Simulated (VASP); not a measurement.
Calculation: LDA (Ceperley-Alder, Perdew-Zunger), VASP's LDA PAW potentials (set 64) (plane waves; VASP).

Input for VASP

**INCAR**
```
NELM = 100   # most electronic steps
LWAVE = .FALSE.
LREAL = .FALSE.   # projection in real space or not
LCHARG = .FALSE.
LORBIT = 11   # lm-projected
SYSTEM = GaSb
EDIFF = 1E-7
ALGO = Normal   # blocked Davidson
SIGMA = 0.05   # width (eV)
LMAXMIX = 4   # l cut-off of mixed one-centre charges
PREC = Accurate
ICHARG = 11   # fixed density
ISMEAR = 0   # Gaussian
LASPH = .TRUE.
ENCUT = 520   # plane-wave cut-off (eV)
```

**KPOINTS**
```
k-points along high-symmetry lines
15
Line-mode
Reciprocal
  0.000000   0.000000   0.000000 ! GAMMA
 -0.500000  -0.500000   0.000000 ! X

 -0.500000  -0.500000   0.000000 ! X
 -0.375000  -0.375000   0.250000 ! U

 -0.375000  -0.000000   0.375000 ! K
  0.000000   0.000000   0.000000 ! GAMMA

  0.000000   0.000000   0.000000 ! GAMMA
 -0.000000  -0.000000   0.500000 ! L

 -0.000000  -0.000000   0.500000 ! L
 -0.500000  -0.250000   0.250000 ! W

 -0.500000  -0.250000   0.250000 ! W
 -0.500000  -0.500000   0.000000 ! X
```

**POSCAR**
```
GaSb
3.0277520
  0.0000000000   1.0000001333   1.0000001333
  1.0000001333   0.0000000000   1.0000001333
  1.0000001333   1.0000001333   0.0000000000
Ga Sb
1 1
direct
  0.0000000000   0.0000000000   0.0000000000
  0.2500000000   0.2500000000   0.2500000000
```

POTCAR, in this order: Ga_d Sb (LDA.64 set). Program: vasp_std. Read from the step before: CHGCAR.

What VASP printed:

### OSZICAR
```
       N       E                     dE             d eps       ncg     rms          rms(c)
DAV:   1     0.788974625804E+02    0.78897E+02   -0.89030E+03  2356   0.173E+03
DAV:   2    -0.937920952572E+00   -0.79835E+02   -0.77100E+02  2578   0.313E+02
DAV:   3    -0.695267112941E+01   -0.60148E+01   -0.58464E+01  2910   0.734E+01
DAV:   4    -0.706787114022E+01   -0.11520E+00   -0.11429E+00  2825   0.111E+01
DAV:   5    -0.707076835806E+01   -0.28972E-02   -0.28970E-02  2973   0.156E+00
DAV:   6    -0.707090397356E+01   -0.13562E-03   -0.13561E-03  3264   0.294E-01
DAV:   7    -0.707090502242E+01   -0.10489E-05   -0.10487E-05  3072   0.244E-02
DAV:   8    -0.707090504236E+01   -0.19935E-07   -0.20147E-07  2265   0.328E-03
   1 F= -.70709050E+01 E0= -.70702425E+01  d E =-.132504E-02
```

### OUTCAR
```
 val. band max:        5.0018627537   @ k =   0.0000   0.0000   0.0000

 cond. band min:       5.0973295146   @ k =   0.0000   0.0000   0.0000



 k-point     1 :       0.0000    0.0000    0.0000
  band No.  band energies     occupation
      1     -10.2078      2.00000
      2     -10.2078      2.00000
      3     -10.2078      2.00000
      4     -10.1537      2.00000
      5     -10.1537      2.00000
      6      -6.7328      2.00000
      7       5.0019      1.90638
      8       5.0019      1.90638
      9       5.0019      1.90638
     10       5.0973      0.30602
     11       7.7421      0.00000
     12       7.7421      0.00000
     13       7.7421      0.00000

 k-point     2 :      -0.0357   -0.0357    0.0000
  band No.  band energies     occupation
      1     -10.2085      2.00000
      2     -10.2075      2.00000
      3     -10.2075      2.00000
      4     -10.1538      2.00000
      5     -10.1536      2.00000
      6      -6.7145      2.00000
      7       4.4406      2.00000
      8       4.9226      1.99991
      9       4.9226      1.99991
     10       5.6441      0.00000
     11       7.6805      0.00000
     12       7.8437      0.00000
     13       7.8437      0.00000

 k-point     3 :      -0.0714   -0.0714    0.0000
  band No.  band energies     occupation
      1     -10.2106      2.00000
      2     -10.2065      2.00000
      3     -10.2065      2.00000
      4     -10.1541      2.00000
      5     -10.1535      2.00000
      6      -6.6600      2.00000
      7       3.8315      2.00000
      8       4.7151      2.00000
      9       4.7151      2.00000
     10       6.1937      0.00000
     11       7.5340      0.00000
     12       8.1181      0.00000
     13       8.1181      0.00000

 k-point     4 :      -0.1071   -0.1071    0.0000
  band No.  band energies     occupation
      1     -10.2140      2.00000
      2     -10.2049      2.00000
      3     -10.2049      2.00000
      4     -10.1548      2.00000
...
```

The density is held fixed in this step, so its total energy and stress have no physical meaning. Unless said otherwise, spin-orbit coupling is left out, though it shifts the bands of the heavy elements here.

The compound is GaSb in the zinc blende structure. It was relaxed first.
